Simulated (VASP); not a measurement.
A convergence study with VASP on Ni (fcc): a few settings are varied, all else stays as given below, so the limit is that of these other settings.

```
CELL_PARAMETERS angstrom
      0.00000     1.76000     1.76000
      1.76000     0.00000     1.76000
      1.76000     1.76000     0.00000
ATOMIC_POSITIONS crystal
  Ni 0.00000 0.00000 0.00000
```
Starting moments (μB, in the order of the record's atoms Ni): 0.8.

Calculation: PBEsol GGA, VASP's PBE PAW potentials (set 64) (plane waves; VASP). The last row used: 550 eV cut-off, 26×26×26 Γ-centred mesh, second-order Methfessel-Paxton smearing of 0.40 eV, potentials Ni.

```json
[
 {"setting": "ISMEAR = -1, SIGMA = 0.01, 10×10×10 mesh", "E (eV/atom)": "-6.1199", "pressure (GPa)": "-9.45", "moment (μB)": "0.734", "irreducible k-points": "47"},
 {"setting": "ISMEAR = -1, SIGMA = 0.1, 10×10×10 mesh", "E (eV/atom)": "-6.1210", "pressure (GPa)": "-9.24", "moment (μB)": "0.683", "irreducible k-points": "47"},
 {"setting": "ISMEAR = 0, SIGMA = 0.01, 10×10×10 mesh", "E (eV/atom)": "-6.1198", "pressure (GPa)": "-9.46", "moment (μB)": "0.734", "irreducible k-points": "47"},
 {"setting": "ISMEAR = 0, SIGMA = 0.1, 10×10×10 mesh", "E (eV/atom)": "-6.1201", "pressure (GPa)": "-9.44", "moment (μB)": "0.719", "irreducible k-points": "47"},
 {"setting": "ISMEAR = 1, SIGMA = 0.01, 10×10×10 mesh", "E (eV/atom)": "-6.1198", "pressure (GPa)": "-9.46", "moment (μB)": "0.734", "irreducible k-points": "47"},
 {"setting": "ISMEAR = 1, SIGMA = 0.2, 10×10×10 mesh", "E (eV/atom)": "-6.1200", "pressure (GPa)": "-9.49", "moment (μB)": "0.720", "irreducible k-points": "47"},
 {"setting": "ISMEAR = 2, SIGMA = 0.05, 10×10×10 mesh", "E (eV/atom)": "-6.1199", "pressure (GPa)": "-9.45", "moment (μB)": "0.736", "irreducible k-points": "47"},
 {"setting": "ISMEAR = 2, SIGMA = 0.2, 10×10×10 mesh", "E (eV/atom)": "-6.1199", "pressure (GPa)": "-9.48", "moment (μB)": "0.723", "irreducible k-points": "47"},
 {"setting": "ISMEAR = -1, SIGMA = 0.01, 20×20×20 mesh", "E (eV/atom)": "-6.1184", "pressure (GPa)": "-10.03", "moment (μB)": "0.633", "irreducible k-points": "256"},
 {"setting": "ISMEAR = -1, SIGMA = 0.2, 20×20×20 mesh", "E (eV/atom)": "-6.1181", "pressure (GPa)": "-8.82", "moment (μB)": "0.461", "irreducible k-points": "256"},
 {"setting": "ISMEAR = 0, SIGMA = 0.01, 20×20×20 mesh", "E (eV/atom)": "-6.1184", "pressure (GPa)": "-10.05", "moment (μB)": "0.628", "irreducible k-points": "256"},
 {"setting": "ISMEAR = 0, SIGMA = 0.2, 20×20×20 mesh", "E (eV/atom)": "-6.1188", "pressure (GPa)": "-9.74", "moment (μB)": "0.624", "irreducible k-points": "256"},
 {"setting": "ISMEAR = 1, SIGMA = 0.01, 20×20×20 mesh", "E (eV/atom)": "-6.1184", "pressure (GPa)": "-10.06", "moment (μB)": "0.625", "irreducible k-points": "256"},
 {"setting": "ISMEAR = 1, SIGMA = 0.4, 20×20×20 mesh", "E (eV/atom)": "-6.1202", "pressure (GPa)": "-9.81", "moment (μB)": "0.656", "irreducible k-points": "256"},
 {"setting": "ISMEAR = 2, SIGMA = 0.05, 20×20×20 mesh", "E (eV/atom)": "-6.1184", "pressure (GPa)": "-10.03", "moment (μB)": "0.634", "irreducible k-points": "256"},
 {"setting": "ISMEAR = 2, SIGMA = 0.4, 20×20×20 mesh", "E (eV/atom)": "-6.1190", "pressure (GPa)": "-9.91", "moment (μB)": "0.635", "irreducible k-points": "256"},
 {"setting": "ISMEAR = -1, SIGMA = 0.05, 26×26×26 mesh", "E (eV/atom)": "-6.1175", "pressure (GPa)": "-9.92", "moment (μB)": "0.624", "irreducible k-points": "511"},
 {"setting": "ISMEAR = -1, SIGMA = 0.2, 26×26×26 mesh", "E (eV/atom)": "-6.1180", "pressure (GPa)": "-8.83", "moment (μB)": "0.460", "irreducible k-points": "511"},
 {"setting": "ISMEAR = 0, SIGMA = 0.05, 26×26×26 mesh", "E (eV/atom)": "-6.1172", "pressure (GPa)": "-9.96", "moment (μB)": "0.636", "irreducible k-points": "511"},
 {"setting": "ISMEAR = 0, SIGMA = 0.2, 26×26×26 mesh", "E (eV/atom)": "-6.1181", "pressure (GPa)": "-9.75", "moment (μB)": "0.619", "irreducible k-points": "511"},
 {"setting": "ISMEAR = 1, SIGMA = 0.05, 26×26×26 mesh", "E (eV/atom)": "-6.1172", "pressure (GPa)": "-10.02", "moment (μB)": "0.644", "irreducible k-points": "511"},
 {"setting": "ISMEAR = 1, SIGMA = 0.4, 26×26×26 mesh", "E (eV/atom)": "-6.1200", "pressure (GPa)": "-9.81", "moment (μB)": "0.655", "irreducible k-points": "511"},
 {"setting": "ISMEAR = 2, SIGMA = 0.1, 26×26×26 mesh", "E (eV/atom)": "-6.1173", "pressure (GPa)": "-9.96", "moment (μB)": "0.639", "irreducible k-points": "511"},
 {"setting": "ISMEAR = 2, SIGMA = 0.4, 26×26×26 mesh", "E (eV/atom)": "-6.1185", "pressure (GPa)": "-9.90", "moment (μB)": "0.632", "irreducible k-points": "511"}
]
```

Left out are rungs that failed or repeat a setting and relaxations that didn't move; long series are thinned to 24 rows.

The compound is Ni in the fcc structure. The cell was not relaxed at this level. The spin order is the one that the start imposed; others were not tried in this run.
